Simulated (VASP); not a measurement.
Level of theory: PBE GGA with D4 dispersion, VASP's PBE PAW potentials (set 64) (plane waves; VASP).

A VASP calculation is set up with these files.

**POSCAR**
```
BN
3.6076230
  0.0000000000   0.4999999890   0.4999999890
  0.4999999890   0.0000000000   0.4999999890
  0.4999999890   0.4999999890   0.0000000000
B N
1 1
Cartesian
  0.0000000000   0.0000000000   0.0000000000
  0.2499999945   0.2499999945   0.2499999945
```

**INCAR**
```
! general
SYSTEM = BN
PREC   = Accurate
ENCUT  = 520
LREAL  = .False.
LASPH  = .True.

! electronic loop
EDIFF  = 1E-7
NELM   = 100
ALGO   = Normal

! smearing
ISMEAR = -5

! functional
GGA    = PE
IVDW   = 13

! ions
ISIF   = 2

! output
LWAVE  = .False.
LCHARG = .True.
LORBIT = 11
NEDOS  = 601
```

File KPOINTS:
```
Automatic mesh
0
Gamma
14 14 14
0 0 0
```

POTCAR, in this order: B N (PBE.64 set). Program: vasp_std.

The run wrote:

### OUTCAR
```
 ion  position               nearest neighbor table
   1  0.000  0.000  0.000-   2 1.56   2 1.56   2 1.56   2 1.56
   2  0.250  0.250  0.250-   1 1.56   1 1.56   1 1.56   1 1.56
  LATTYP: Found a face centered cubic cell.
 ALAT       =     3.6076229206
 Subroutine PRICEL returns:
 Original cell was already a primitive cell.
 Subroutine GETGRP returns: Found 24 space group operations
The static configuration has the point symmetry T_d .
The dynamic configuration has the point symmetry T_d .
 Subroutine INISYM returns: Found 24 space group operations
 Subroutine IBZKPT returns following result:
 Found    104 irreducible k-points:

 Following reciprocal coordinates:
            Coordinates               Weight
  0.000000  0.000000  0.000000      1.000000
  0.071429  0.000000  0.000000      8.000000
  0.142857  0.000000  0.000000      8.000000
  0.214286  0.000000  0.000000      8.000000
  0.285714  0.000000  0.000000      8.000000
  0.357143  0.000000  0.000000      8.000000
  0.428571  0.000000  0.000000      8.000000
  0.500000  0.000000  0.000000      4.000000
  0.071429  0.071429  0.000000      6.000000
...
```

**OSZICAR**
```
       N       E                     dE             d eps       ncg     rms          rms(c)
DAV:   1     0.796765325049E+01    0.79677E+01   -0.52710E+03  1744   0.999E+02
DAV:   2    -0.182315435045E+02   -0.26199E+02   -0.26061E+02  2288   0.175E+02
DAV:   3    -0.184221788768E+02   -0.19064E+00   -0.19064E+00  1984   0.181E+01
DAV:   4    -0.184223337943E+02   -0.15492E-03   -0.15492E-03  2232   0.449E-01
DAV:   5    -0.184223338424E+02   -0.48164E-07   -0.48164E-07  1888   0.647E-03    0.674E+00
DAV:   6    -0.175376462926E+02    0.88469E+00   -0.34240E+00  2112   0.136E+01    0.331E+00
DAV:   7    -0.174621658518E+02    0.75480E-01   -0.98485E-02  2192   0.306E+00    0.192E+00
DAV:   8    -0.174473470537E+02    0.14819E-01   -0.41965E-02  1944   0.188E+00    0.196E-01
DAV:   9    -0.174475665778E+02   -0.21952E-03   -0.55349E-04  1744   0.257E-01    0.767E-02
DAV:  10    -0.174476409652E+02   -0.74387E-04   -0.13711E-04  2416   0.119E-01    0.155E-02
DAV:  11    -0.174476456001E+02   -0.46348E-05   -0.73109E-06  1856   0.268E-02    0.669E-03
DAV:  12    -0.174476456153E+02   -0.15192E-07   -0.12678E-06  2048   0.945E-03    0.460E-04
DAV:  13    -0.174476456375E+02   -0.22221E-07   -0.26405E-08   840   0.183E-03
   1 F= -.17926731E+02 E0= -.17926731E+02  d E =0.000000E+00
```

OUTCAR:
```
------------------------ aborting loop because EDIFF is reached ----------------------------------------
  Edisp (eV):   -0.47909
  FORCE on cell =-STRESS in cart. coord.  units (eV):
  Direction    XX          YY          ZZ          XY          YZ          ZX
  --------------------------------------------------------------------------------------
  Total       0.00115     0.00115     0.00115     0.00000     0.00000    -0.00000
  in kB       0.15650     0.15650     0.15650     0.00000     0.00000    -0.00000
  external pressure =        0.16 kB  Pullay stress =        0.00 kB
  volume of cell :       11.74
      direct lattice vectors                 reciprocal lattice vectors
     0.000000000  1.803811460  1.803811460    -0.277190832  0.277190832  0.277190832
     1.803811460  0.000000000  1.803811460     0.277190832 -0.277190832  0.277190832
     1.803811460  1.803811460  0.000000000     0.277190832  0.277190832 -0.277190832
  FREE ENERGIE OF THE ION-ELECTRON SYSTEM (eV)
  ---------------------------------------------------
  free  energy   TOTEN  =       -17.9267313739 eV

  energy  without entropy=      -17.9267313739  energy(sigma->0) =      -17.92673137

 total charge

# of ion       s       p       d       tot
------------------------------------------
    1        0.680   1.369   0.000   2.048
    2        1.214   2.769   0.000   3.983
--------------------------------------------------
tot          1.894   4.138   0.000   6.032
```
(Selected blocks of OUTCAR.)

The compound is BN in the zinc blende structure. It was relaxed first.
